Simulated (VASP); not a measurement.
Output of a VASP run:

### OSZICAR
```
       N       E                     dE             d eps       ncg     rms          rms(c)
DAV:   1     0.139550391834E+03    0.13955E+03   -0.10061E+04  1112   0.103E+03
DAV:   2    -0.205928846852E+02   -0.16014E+03   -0.15760E+03  1409   0.294E+02
DAV:   3    -0.264990955653E+02   -0.59062E+01   -0.58797E+01  1429   0.579E+01
DAV:   4    -0.265764365816E+02   -0.77341E-01   -0.77257E-01  1375   0.697E+00
DAV:   5    -0.265778285670E+02   -0.13920E-02   -0.13918E-02  1399   0.916E-01    0.270E+01
DAV:   6    -0.254401037097E+02    0.11377E+01   -0.69590E+00  1266   0.191E+01    0.112E+01
DAV:   7    -0.252996177539E+02    0.14049E+00   -0.16612E+00  1246   0.734E+00    0.524E+00
DAV:   8    -0.252484865985E+02    0.51131E-01   -0.27036E-01  1280   0.382E+00    0.114E+00
DAV:   9    -0.252475755607E+02    0.91104E-03   -0.11400E-02  1435   0.771E-01    0.482E-01
DAV:  10    -0.252472129736E+02    0.36259E-03   -0.52738E-03  1279   0.571E-01    0.623E-02
DAV:  11    -0.252471814587E+02    0.31515E-04   -0.67103E-04  1127   0.194E-01    0.624E-02
DAV:  12    -0.252471903752E+02   -0.89165E-05   -0.63402E-05  1236   0.663E-02    0.140E-02
DAV:  13    -0.252472004518E+02   -0.10077E-04   -0.17299E-05  1270   0.295E-02    0.875E-03
DAV:  14    -0.252472005361E+02   -0.84341E-07   -0.28057E-06  1003   0.108E-02
   1 F= -.25247201E+02 E0= -.25247201E+02  d E =0.000000E+00
```

### OUTCAR
```
------------------------ aborting loop because EDIFF is reached ----------------------------------------
  FORCE on cell =-STRESS in cart. coord.  units (eV):
  Direction    XX          YY          ZZ          XY          YZ          ZX
  --------------------------------------------------------------------------------------
  Total       -1.4644029     -1.4644036     -0.5758657      0.0000000      0.0000000      0.0000000
  in kB      -41.1552925    -41.1553126    -16.1840170      0.0000000      0.0000000      0.0000000
  external PRESSURE =     -32.8315407 kB  Pullay stress =       0.0000000 kB
  volume of cell :       57.01
      direct lattice vectors                 reciprocal lattice vectors
     1.592435000  0.919393000  6.489800000     0.313984558  0.181279025  0.051362651
    -1.592435000  0.919393000  6.489800000    -0.313984558  0.181279025  0.051362651
     0.000000000 -1.838786000  6.489800000     0.000000000 -0.362558050  0.051362651
 POSITION                                       TOTAL-FORCE (eV/Angst)
 -----------------------------------------------------------------------------------
      0.00000      0.00000      0.01304         0.000000      0.000000      0.004424
      0.00000      0.00000      8.06253         0.000000      0.000000     -0.079749
      0.00000      0.00000      4.94367         0.000000     -0.000000      0.075324
 -----------------------------------------------------------------------------------
    total drift:                                0.000000      0.000007      0.000155
  FREE ENERGIE OF THE ION-ELECTRON SYSTEM (eV)
  ---------------------------------------------------
  free  energy   TOTEN  =       -25.2472005361 eV

  energy  without entropy=      -25.2472005361  energy(sigma->0) =      -25.24720054
```
(Selected blocks of OUTCAR.)

POSCAR:
```
WS2
1
    1.5924350000     0.9193930000     6.4898000000
   -1.5924350000     0.9193930000     6.4898000000
    0.0000000000    -1.8387860000     6.4898000000
W S
1 2
Direct
  0.0006700000   0.0006700000   0.0006700000
  0.4141130000   0.4141130000   0.4141130000
  0.2539200000   0.2539200000   0.2539200000
```

Task: Reconstruct the remaining input files.

Result: This is not unique; one that fits is the input of the run itself, PBEsol GGA, plane waves, VASP's PBE PAW potentials (set 64).

File KPOINTS:
```
Automatic mesh
0
Gamma
6 6 6
0 0 0
```

INCAR:
```
SYSTEM  =  WS2
PREC  =  Accurate; ENCUT  =  300; LREAL  =  .False.
LASPH  =  .True.
EDIFF  =  1E-6; NELM  =  100; ALGO  =  Normal
LMAXMIX  =  6
ISMEAR  =  0; SIGMA  =  0.01
GGA  =  PS
ISIF  =  2
LWAVE  =  .False.; LCHARG  =  .False.
```

POTCAR, in this order: W_sv S (PBE.64 set). Program: vasp_std.

At this cut-off the stress carries a Pulay error, which pulls relaxed volumes low.

The structure comes from a computed database's WS2 entry; how it stands against other phases isn't given here. The cell was not relaxed at this level. The run is one of a series of settings (KPOINTS 6×6×6 Γ-centred mesh against the base run), some of them coarse on purpose.
